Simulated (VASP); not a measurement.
Input:

```
LiCl
1.0
    0.00000     2.57000     2.57000
    2.57000     0.00000     2.57000
    2.57000     2.57000     0.00000
Li Cl
1 1
Cartesian
  0.00000   0.00000   0.00000
  2.57000   2.57000   2.57000
```

All values below come from PW91 GGA, VASP's PBE PAW potentials (set 64) (plane waves; VASP 6.6.1). Numerical set-up: 520 eV cut-off, 9×9×9 Γ-centred mesh, Gaussian smearing of 0.050 eV, potentials Li_sv Cl.

Task: The job: LiCl (rock salt), 2 atoms, PW91, static run, 520 eV, 9×9×9 Γ-centred mesh. Roughly how much core time does it take on a busy server core?

Result: About 8 core-seconds (one run on a shared machine, a rough figure). It had 35 irreducible k-points, 9 bands, up to 941 plane waves and 14 electronic steps.

The compound is LiCl in the rock salt structure. The cell was not relaxed at this level.
